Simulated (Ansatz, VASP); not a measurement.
**Ta (Ta(100)): VASP beside Ansatz**

One calculation is typed for both programs; each brings its own data sets. How far apart do they land? The cell is taken from a series of runs on this material, whose earlier steps may have relaxed, scaled, displaced or heated it; both programs get it as it stands.

Calculated with Ansatz 0.2.0; plane waves, with VASP 6.6.1 beside it; single point at PBE.

## 1. Set-up

The cell holds 5 atoms: 5 Ta. Cell: a = 3.310 Å, b = 3.310 Å, c = 20.620 Å, α = 90.0°, β = 90.0°, γ = 90.0°. Vacuum lies along c.

As a file:

```cif
data_structure
_symmetry_space_group_name_H-M 'P 1'
_symmetry_Int_Tables_number 1
_cell_length_a 3.3100
_cell_length_b 3.3100
_cell_length_c 20.6200
_cell_angle_alpha 90.000
_cell_angle_beta 90.000
_cell_angle_gamma 90.000
_cell_volume 225.91
loop_
_atom_site_label
_atom_site_type_symbol
_atom_site_fract_x
_atom_site_fract_y
_atom_site_fract_z
_atom_site_occupancy
Ta1 Ta 0.00000 0.00000 0.33948 1
Ta2 Ta 0.50000 0.50000 0.41974 1
Ta3 Ta 0.00000 0.00000 0.50054 1
Ta4 Ta 0.50000 0.50000 0.58253 1
Ta5 Ta 0.00000 0.00000 0.65271 1
```

## 2. Ansatz: single point, PBE

Ansatz runs on its default PAW (the set named soft_2) files.

A single point gives forces, pressure and levels at one fixed geometry, so differences don't come from the geometry; what else differs is listed under the comparison.

input.yaml reads:

```yaml
crystal:
  lattice:
    - [3.31, 0.0, 0.0]
    - [0.0, 3.31, 0.0]
    - [0.0, 0.0, 20.62]
  atoms:
    - { symbol: Ta, position: [0.0, 0.0, 0.3394762367] }
    - { symbol: Ta, position: [0.5, 0.5, 0.4197381183] }
    - { symbol: Ta, position: [0.0, 0.0, 0.5005391508] }
    - { symbol: Ta, position: [0.5, 0.5, 0.5825318621] }
    - { symbol: Ta, position: [0.0, 0.0, 0.652705124] }
kpoints:
  mp_grid: { grid: [10, 10, 1] }
hamiltonian:
  xc: pbe
scf:
  occupations: { method: fermi_dirac, width: 0.1 }
efield:
  axis: 3
  dipole_correction: true
  ramp_width: 0.05
output:
  forces: true
  band_densities: [{ e_range: [-1.0, 0] }, { e_range: [0, 1.0] }]
  write_potential: true
  write_density: true
  volumetric_format: npy
  elf: true
```

On the command line:

```console
$ ansatz run input.yaml --threads 4 --pin off --max-ram 8192MiB --backend cpu --events-out ev --progress --plain --runs-dir out
```

Numbers of over 12 decimals in the logs are rounded to 6 here.

Output:

```text
Engine: ansatz 0.2.0, x86_64-unknown-linux-gnu
Pseudopotentials: kind: paw
Pseudopotential: Ta, paw, valence charge 13, recommended cutoff 420 eV (normal), Ta.paw.azcp
Functional definition: PBE
  parameter kappa = 0.804
  parameter beta = 0.066725
  exchange = pbe_x(kappa = kappa, mu = beta*pi^2/3)
  correlation = pbe_c(beta = beta)
Crystal: 5 atoms, lattice volume = 225.915 Å³
Basis set: ecut = 420 eV, 4453 PW (Γ), exchange–correlation on 48×48×288 points (8 copies of the dense FFT grid, shifted against one another)
Bands: 39, of which v1, the nominal top of the filled ones, is band 33 counted from 1 (32 counted from 0)
Symmetry: 8 space group operations
Space group: P4mm (ITA 99), of the structure as read, at distance tolerance 6.1e-5 Å
k-points: 21 of 100
Non-local potential: Ta, projectors of the file, l = 0: 3, l = 1: 2, l = 2: 2, l = 3: 1
PAW form: soft (Blöchl's): semilocal exchange-correlation on the pseudo side does not see the compensation charge
PAW one-centre angular grid: Ta, 590 points (default); XC on 64 Gauss nodes
Initial density: superposition of atomic densities (neutral atoms: chi_scale 0, normalization atom), corrected by the library's trained network
Initial wavefunctions: pseudopotential atomic-orbital guess
Functional: x = pbe(κ = 0.804, μ = 0.219515), c = pbe(β = 0.066725)
SCF iter   1: F=—  HF=-49657.862458 eV  |F-HF|=—  |Δ(HF+E_count)|=         —  Δρ=9.14e-3  dr2=2.94e0  ethr=1.77e-3  p=-0.010 e·Å  D=-7.88e-3 V/Å  ΔV_dip=0.16 eV  dr2_dipole=2.90e-1  V_vac-E_F(+/−)=4.20/4.03 eV  ⟨swp⟩=8.8  Hψ=3941  notcnv=0
efield: sawtooth ramp at fractional position 0.9711 (placed from the atoms, in the widest stretch of the axis that holds none; the zero of the levels goes with the place), width 0.0500; the density the first Hamiltonian is built on has a dipole p = -0.010 e·Å; the dipole correction subtracts the counter field D = -7.88e-3 V/Å, which shifts the + side's vacuum level by +0.16 eV against the − side's; the planar-averaged density in the ramp window peaks in size at 1.3e-4 e/Å³
preconditioner: auto → LDOS  [metal: Δε(μ)=0.098 eV  Ē_g=3.435 eV  σ=0.100 eV  W_gap=0.24  n_scr=42 (ndim 8)  ℏωp=12.4 eV  f_vac=0.499  D(μ)=4.00/eV (n_scr^D=10)  β→1.0]
SCF iter   2: F=—  HF=-49657.852427 eV  |F-HF|=—  |Δ(HF+E_count)|=   1.00e-2  Δρ=9.07e-3  dr2=2.79e0  ethr=1.77e-3  p=0.032 e·Å  D=2.55e-2 V/Å  ΔV_dip=-0.53 eV  dr2_dipole=2.47e-1  V_vac-E_F(+/−)=3.35/3.88 eV  ⟨swp⟩=3.6  Hψ=1372  notcnv=0
SCF iter   3: F=—  HF=-49657.741552 eV  |F-HF|=—  |Δ(HF+E_count)|=   1.11e-1  Δρ=1.00e-3  dr2=5.41e-3  ethr=1.77e-3  p=0.010 e·Å  D=8.29e-3 V/Å  ΔV_dip=-0.17 eV  dr2_dipole=2.20e-3  V_vac-E_F(+/−)=3.77/3.94 eV  ⟨swp⟩=2.8  Hψ=1055  notcnv=0
SCF iter   4: F=—  HF=-49657.744351 eV  |F-HF|=—  |Δ(HF+E_count)|=   2.80e-3  Δρ=4.96e-4  dr2=2.37e-3  ethr=8.32e-6  p=0.012 e·Å  D=1.00e-2 V/Å  ΔV_dip=-0.21 eV  dr2_dipole=2.54e-4  V_vac-E_F(+/−)=3.74/3.95 eV  ⟨swp⟩=3.3  Hψ=1687  notcnv=0
SCF iter   5: F=—  HF=-49657.744245 eV  |F-HF|=—  |Δ(HF+E_count)|=   1.06e-4  Δρ=1.35e-4  dr2=2.23e-4  ethr=3.64e-6  p=0.012 e·Å  D=9.94e-3 V/Å  ΔV_dip=-0.20 eV  dr2_dipole=5.35e-5  V_vac-E_F(+/−)=3.74/3.95 eV  ⟨swp⟩=2.0  Hψ=977  notcnv=0
SCF iter   6: F=—  HF=-49657.744276 eV  |F-HF|=—  |Δ(HF+E_count)|=   3.10e-5  Δρ=4.98e-5  dr2=3.96e-5  ethr=3.43e-7  p=0.012 e·Å  D=9.84e-3 V/Å  ΔV_dip=-0.20 eV  dr2_dipole=1.88e-6  V_vac-E_F(+/−)=3.75/3.96 eV  ⟨swp⟩=2.0  Hψ=988  notcnv=0
SCF iter   7: F=—  HF=-49657.744480 eV  |F-HF|=—  |Δ(HF+E_count)|=   2.04e-4  Δρ=1.53e-5  dr2=2.08e-6  ethr=6.10e-8  p=0.012 e·Å  D=9.81e-3 V/Å  ΔV_dip=-0.20 eV  dr2_dipole=6.02e-7  V_vac-E_F(+/−)=3.76/3.96 eV  ⟨swp⟩=2.2  Hψ=1166  notcnv=0
SCF iter   8: F=—  HF=-49657.744480 eV  |F-HF|=—  |Δ(HF+E_count)|=   3.28e-8  Δρ=3.91e-6  dr2=1.12e-7  ethr=3.20e-9  p=0.012 e·Å  D=9.84e-3 V/Å  ΔV_dip=-0.20 eV  dr2_dipole=4.88e-9  V_vac-E_F(+/−)=3.76/3.96 eV  ⟨swp⟩=2.0  Hψ=1187  notcnv=0
SCF iter   9: F=-49657.744480 eV  HF=-49657.744480 eV  |F-HF|=5.98e-9  |Δ(HF+E_count)|=   6.93e-9  Δρ=1.31e-6  dr2=9.76e-9  ethr=1.54e-10  p=0.012 e·Å  D=9.85e-3 V/Å  ΔV_dip=-0.20 eV  dr2_dipole=1.27e-9  V_vac-E_F(+/−)=3.76/3.96 eV  ⟨swp⟩=15.0  Hψ=6906  notcnv=0
SCF 1 converged in 9 iterations: F = -49657.744480 eV  dr2 = 9.76e-9
  greatest PAW one-centre occupation: 1.000 electrons in one spin orbital (limit 2), on the Ta atom at site 3 (counted from 0), in its partial waves of l = 0
NSCF: frozen V_eff on 18 k-points
efield: sawtooth ramp at fractional position 0.9711 (kept from the solve that this one continues, or follows in the run), width 0.0500; the density the first Hamiltonian is built on has a dipole p = 0.012 e·Å; the dipole correction subtracts the counter field D = 9.85e-3 V/Å, which shifts the + side's vacuum level by -0.20 eV against the − side's; the planar-averaged density in the ramp window peaks in size at 7.4e-6 e/Å³
WARN: The output density's exchange-correlation potential varies sharply where the density is thin. Do not read a vacuum level from v_tot or v_xc, or from such a field of the output density. On a cell that repeats whose density bears no net charge and no dipole along the vacuum's axis use v_es (v_loc + v_h of the components); under efield.dipole_correction with no amplitude use v_es + v_field, which holds any externa [...]
SCF converged after 9 iterations
Free energy (F): -49657.744480 eV
Harris-Foulkes:  -49657.744480 eV  (|F-HF|=5.98e-9)
Internal energy: -49657.592040 eV  (E = F + TS)
E sigma→0 (E₀):  -49657.668260 eV
Entropy (-TS):   -0.152440 eV (-30.488 meV/atom)
Fermi energy:    5.409128 eV
Dipole field:    D = 0.009805 V/Å  (p = 0.012242 e·Å, saw-weighted, corrected)
Work function:   Φ+ = 3.7603 eV   Φ− = 3.9626 eV
Levels:          The Fermi level and band energies are counted from a zero that moves with the ramp; work functions are not
--- Per-component energies (eV) ---
  E_band       = -1399.624189
  E_kinetic    = 1819.807258
  E_local      = -47054.512989  (includes V_loc(G=0)·N_el)
  E_nonlocal   = 73.954010
  E_hartree    = 22668.269810
  E_xc         = -1086.467248
  E_vxc        = -1012.402578  (∫ρ·V_xc dr)
  E_paw        = -41981.994482  (= ΣΔE_a)
  E_vpaw       = -562.966358  (= ΣTr[D̂ρ^β])
  E_aug_tail   = 0.000725  (compensation charges beyond the density's cutoff)
  E_efield     = 0.000060  (sawtooth field / dipole correction)
  E_vefield    = -0.038089  (∫n·V_field dr)
  E_ewald      = 15903.350816
  E_smearing   = -0.152440  (= −TS)
  E_closure    = -0.000000  (closes the sum)
  Σ components = -49657.744480   (vs F -49657.744480, Δ=0.00e0)
--- Forces (eV/Å), atoms counted from 1 ---
  atom   1  Ta     0.00000000    -0.00000000     1.37403998
  atom   2  Ta    -0.00000000     0.00000000    -1.36166408
  atom   3  Ta    -0.00000000     0.00000000    -0.00671896
  atom   4  Ta     0.00000000     0.00000000     0.00433947
  atom   5  Ta    -0.00000000     0.00000000    -0.00996638
  max |Σ_I F_I| component: 3.00e-5 eV/Å
--- Band table (eV; the first three rows and the last of 21) ---
  k-point 0: bands = [... 29 lower, 5.4399, 5.8660, 5.8660, 5.9789, 6.0789, 6.0789, 6.4929, 6.5214, ... 2 higher]
  k-point 1: bands = [... 29 lower, 5.3848, 5.4465, 5.6515, 5.7256, 6.0771, 6.1121, 6.2520, 6.4309, ... 2 higher]
  k-point 2: bands = [... 29 lower, 4.8379, 5.0686, 5.2196, 5.7204, 5.7374, 5.9656, 6.4199, 6.7521, ... 2 higher]
  k-point 20: bands = [... 29 lower, 4.2519, 4.2519, 5.3248, 5.3248, 7.3802, 7.3802, 7.7900, 7.7900, ... 2 higher]
--- Band densities, each state counted as filled ---
  window                                       electrons  max residual (eV)  cut levels
  e_range: [-1, 0]                              6.300000             5.4e-9           0
  e_range: [0, 1]                               6.440000             2.3e-6           0
```

In the SCF lines HF is the Harris–Foulkes energy and dr2 the Hartree energy of the density residual, in eV; the loop may stop once dr2 is under the threshold and the program's other checks hold. Hψ counts applications of the Hamiltonian.

## 3. VASP: single point, PBE

The same cell, functional, mesh and smearing now go to VASP, with its own data sets.

Lines of VASP's logs that name or quote its potential files are left out, and so is its time.

INCAR reads:

```
SYSTEM = Ta
PREC = Accurate
ENCUT = 400
EDIFF = 1E-06
NELM = 120
ISMEAR = -1
SIGMA = 0.1
LREAL = .FALSE.
ALGO = Normal
GGA = PE
NBANDS = 34
LASPH = .TRUE.
LORBIT = 11
LWAVE = .FALSE.
LCHARG = .FALSE.
ISIF = 2
LDIPOL = .TRUE.
IDIPOL = 3
DIPOL = 0.5 0.5 0.5
LVHAR = .TRUE.
GGA_COMPAT = .FALSE.
NELMDL = -8
KPAR = 2
```

POSCAR reads:

```
Ta
1.0
    3.3100000000      0.0000000000      0.0000000000
    0.0000000000      3.3100000000      0.0000000000
    0.0000000000      0.0000000000     20.6200000000
Ta
5
Direct
    0.0000000000      0.0000000000      0.3394762367
    0.5000000000      0.5000000000      0.4197381183
    0.0000000000      0.0000000000      0.5005391508
    0.5000000000      0.5000000000      0.5825318621
    0.0000000000      0.0000000000      0.6527051240
```

KPOINTS reads:

```
Automatic mesh
0
Gamma
10 10 1
0 0 0
```

Potentials, in the order of the species: Ta_pv (PBE family, release 64).

On the command line:

```console
$ mpirun -np 2 vasp_std
```

Output:

```text
[banner, memory and clock lines left out]
running    2 mpi-ranks, on    1 nodes
 distrk:  each k-point on    1 cores,    2 groups
 distr:  one band on    1 cores,    1 groups

 POSCAR found type information on POSCAR Ta
 POSCAR found :  1 types and       5 ions
 LDA part: xc-table for (Slater+PW92), standard interpolation
 POSCAR, INCAR and KPOINTS ok, starting setup
 FFT: planning ... GRIDC
 FFT: planning ... GRID_SOFT
 FFT: planning ... GRID
 WAVECAR not read
 entering main loop
       N       E                     dE             d eps       ncg     rms          rms(c)
DAV:   1     0.400024335719E+03    0.40002E+03   -0.28105E+04  1796   0.118E+03
DAV:   2    -0.419833520588E+02   -0.44201E+03   -0.43388E+03  1678   0.350E+02
DAV:   3    -0.613645052239E+02   -0.19381E+02   -0.18904E+02  1886   0.633E+01
DAV:   4    -0.620500359157E+02   -0.68553E+00   -0.67837E+00  2096   0.104E+01
DAV:   5    -0.620668591314E+02   -0.16823E-01   -0.16773E-01  2112   0.142E+00
DAV:   6    -0.620674408977E+02   -0.58177E-03   -0.58101E-03  2070   0.238E-01
DAV:   7    -0.620674726964E+02   -0.31799E-04   -0.31775E-04  2128   0.431E-02
DAV:   8    -0.620674744372E+02   -0.17408E-05   -0.17401E-05  1798   0.836E-03    0.285E+01
DAV:   9    -0.660211533398E+02   -0.39537E+01   -0.12560E+02  1990   0.453E+01    0.178E+01
DAV:  10    -0.965212620313E+02   -0.30500E+02   -0.49116E+02  2148   0.543E+01    0.217E+01
DAV:  11    -0.629697591224E+02    0.33552E+02   -0.26942E+02  2136   0.410E+01    0.143E+01
DAV:  12    -0.574299756929E+02    0.55398E+01   -0.39966E+01  2006   0.205E+01    0.703E+00
DAV:  13    -0.560165942495E+02    0.14134E+01   -0.82099E+00  2040   0.118E+01    0.345E+00
DAV:  14    -0.558035555578E+02    0.21304E+00   -0.79869E-01  2064   0.398E+00    0.244E+00
[...]
DAV:  24    -0.555732424194E+02   -0.88109E-05   -0.33267E-05  1920   0.293E-02    0.479E-03
DAV:  25    -0.555732591199E+02   -0.16700E-04   -0.37853E-06  1416   0.864E-03    0.468E-03
DAV:  26    -0.555732787662E+02   -0.19646E-04   -0.93818E-06  1344   0.112E-02    0.261E-03
DAV:  27    -0.555732871766E+02   -0.84104E-05   -0.12354E-06  1010   0.509E-03    0.156E-03
DAV:  28    -0.555732947739E+02   -0.75973E-05   -0.85090E-07   942   0.324E-03    0.842E-04
DAV:  29    -0.555732990727E+02   -0.42988E-05   -0.35462E-07   878   0.215E-03    0.680E-04
DAV:  30    -0.555733005128E+02   -0.14401E-05   -0.13494E-07   880   0.155E-03    0.571E-04
DAV:  31    -0.555733011087E+02   -0.59596E-06   -0.17499E-07   876   0.145E-03
   1 F= -.55573301E+02 E0= -.55497085E+02  d E =-.152432E+00
```

From OUTCAR (step 3):

```text
ion  position               nearest neighbor table
   1  0.000  0.000  0.339-   2 2.87   2 2.87   2 2.87   2 2.87   3 3.32
   2  0.500  0.500  0.420-   1 2.87   1 2.87   1 2.87   1 2.87   3 2.87   3 2.87   3 2.87   3 2.87
                             4 3.36
   3  0.000  0.000  0.501-   2 2.87   2 2.87   2 2.87   2 2.87   4 2.89   4 2.89   4 2.89   4 2.89
                             5 3.14   1 3.32
   4  0.500  0.500  0.583-   5 2.75   5 2.75   5 2.75   5 2.75   3 2.89   3 2.89   3 2.89   3 2.89
                             2 3.36
   5  0.000  0.000  0.653-   4 2.75   4 2.75   4 2.75   4 2.75   3 3.14

  LATTYP: Found a simple tetragonal cell.
 ALAT       =     3.3100000000
 C/A-ratio  =     6.2296072508

 Subroutine GETGRP returns: Found  8 space group operations
 (whereof  8 operations were pure point group operations)

The static configuration has the point symmetry C_4v.

 Found     21 irreducible k-points:

   k-points           NKPTS =     21   k-points in BZ     NKDIM =     21   number of bands    NBANDS=     34

   dimension x,y,z NGX =    24 NGY =   24 NGZ =  140
   dimension x,y,z NGXF=    48 NGYF=   48 NGZF=  280

   ENCUT  =  400.0 eV  29.40 Ry    5.42 a.u.   5.40  5.40 33.63*2*pi/ulx,y,z

   NELECT =      55.0000    total number of electrons

 k-points in reciprocal lattice and weights: Automatic mesh
   0.00000000  0.00000000  0.00000000       0.010
   0.10000000  0.00000000  0.00000000       0.040
   0.20000000  0.00000000  0.00000000       0.040
   0.30000000  0.00000000  0.00000000       0.040
   0.40000000  0.00000000  0.00000000       0.040
   0.50000000  0.00000000  0.00000000       0.020
   0.10000000  0.10000000  0.00000000       0.040
   0.20000000  0.10000000  0.00000000       0.080
   0.30000000  0.10000000  0.00000000       0.080
[...]
0.50000000  0.40000000  0.00000000       0.040
   0.50000000  0.50000000  0.00000000       0.010

 dipolmoment           0.000000      0.000000     -0.012299 electrons x Angstroem

 average (electrostatic) potential at core
       1 -43.0254       2 -42.0346       3 -42.0453       4 -41.7824       5 -42.7151

 E-fermi :   0.1623

 k-point     1 :       0.0000    0.0000    0.0000
  band No.  band energies     occupation
    ...
     21      -2.8200      2.00000
     22      -2.8012      2.00000
     23      -1.0598      1.99999
     24       0.0149      1.62757
     25       0.1921      0.85251
     26       0.6190      0.02058
     27       0.6190      0.02058
     28       0.7328      0.00664
     29       0.8322      0.00246
     30       0.8322      0.00246
    ...

 k-point     2 :       0.1000    0.0000    0.0000
  band No.  band energies     occupation
    ...
     22      -2.5860      2.00000
     23      -1.0867      1.99999
     24      -0.1171      1.88471
     25       0.1370      1.12605
     26       0.1993      0.81731
     27       0.4044      0.16327
     28       0.4794      0.08057
     29       0.8301      0.00251
     30       0.8654      0.00177
     31       1.0045      0.00044
    ...

 k-point     3 :       0.2000    0.0000    0.0000
  band No.  band energies     occupation
    ...
     23      -0.9584      1.99997
     24      -0.4325      1.99479
     25      -0.4098      1.99347
     26      -0.1784      1.93585
     27      -0.0282      1.74110
     28       0.4727      0.08591
     29       0.4908      0.07223
     30       0.7183      0.00767
     31       1.1732      0.00008
     32       1.5055      0.00000
    ...

  Total       -3.4838134     -3.4838134     -2.3269490      0.0000000      0.0000000     -0.0000000
  in kB      -24.7070459    -24.7070459    -16.5026164      0.0000000      0.0000000     -0.0000000
  external PRESSURE =     -21.9722361 kB  Pullay stress =       0.0000000 kB

  energy-cutoff  :      400.00
  volume of cell :      225.91
      direct lattice vectors                 reciprocal lattice vectors
     3.310000000  0.000000000  0.000000000     0.302114804  0.000000000  0.000000000
     0.000000000  3.310000000  0.000000000     0.000000000  0.302114804  0.000000000
     0.000000000  0.000000000 20.620000000     0.000000000  0.000000000  0.048496605

 POSITION                                       TOTAL-FORCE (eV/Angst)
 -----------------------------------------------------------------------------------
      0.00000      0.00000      7.00000         0.000000     -0.000000      1.373780
      1.65500      1.65500      8.65500         0.000000     -0.000000     -1.370223
      0.00000      0.00000     10.32112         0.000000     -0.000000     -0.008693
      1.65500      1.65500     12.01181         0.000000     -0.000000      0.006943
      0.00000      0.00000     13.45878         0.000000      0.000000     -0.001808
 -----------------------------------------------------------------------------------
    total drift:                                0.000000      0.000000     -0.000333

  FREE ENERGIE OF THE ION-ELECTRON SYSTEM (eV)
  ---------------------------------------------------
  free  energy   TOTEN  =       -55.5733011087 eV

  energy  without entropy=      -55.4208694492  energy(sigma->0) =      -55.49708528

 vacuum level on the upper side and lower side of the slab         3.923         4.125

 total charge
# of ion       s       p       d       tot
------------------------------------------
    1        0.371   6.065   2.259   8.695
    2        0.371   6.171   2.353   8.896
    3        0.363   6.180   2.345   8.888
    4        0.382   6.175   2.452   9.009
    5        0.396   6.080   2.346   8.823
--------------------------------------------------
tot          1.884  30.671  11.755  44.311

[... 3 further parts left out ...]
```

This run has no spin polarisation. Its electron count is odd, so without a moment it is a metal by construction.

## 4. Side by side

Known differences besides the potentials themselves: the data sets hold 65 valence electrons in Ansatz (on its default PAW (the set named soft_2) files) and 55 in VASP; the cutoff is 420 eV in Ansatz and 400 eV in VASP. Total energies have different zeros and are not compared.

Both answers:

```csv
quantity,Ansatz,VASP,difference
"work function, lower of the two faces (eV)",3.76,3.76,0.00
"work function, higher of the two faces (eV)",3.96,3.96,0.00
```

Forces (eV/Å; atoms numbered as in POSCAR):

```csv
atom,"Ansatz x, y, z","VASP x, y, z"
Ta1,"0.000, 0.000, 1.374","0.000, 0.000, 1.374"
Ta2,"0.000, 0.000, -1.362","0.000, 0.000, -1.370"
Ta3,"0.000, 0.000, -0.007","0.000, 0.000, -0.009"
Ta4,"0.000, 0.000, 0.004","0.000, 0.000, 0.007"
Ta5,"0.000, 0.000, -0.010","0.000, 0.000, -0.002"
```

The forces differ by 3.2 meV/Å r.m.s., which is 0.6 % of the r.m.s. force of 0.501 eV/Å (both taken over all components). With vacuum in the cell, a pressure given here is an average over mostly empty space and none of the material.

## 5. Outcome

```yaml
r_m_s_force_difference_single_point_pbe: 0.63 % of the r.m.s. force
```

In words: The r.m.s. force difference is 0.63 % of the r.m.s. force (single point, PBE), within the 3 % picked in this series as the mark of a large difference. The data sets hold unlike numbers of valence electrons (65 in Ansatz and 55 in VASP), so part of the differences comes from the potentials. Such differences can come from data sets, numerical settings and the points named under the comparisons, not from the functional's error against experiment.

[Lines on the potential files, build, host, timing and source positions are cut from VASP's logs without a mark.]

[Logs are printed without paths, hosts, clocks, repeated set-up lines and the standing remarks that a program may print on its own settings, such as how far it seeks lower states.]

[Hosts, paths, dates, database ids (printed as entryN), source tags and the programs' standing remarks are cut or masked in the printed files.]
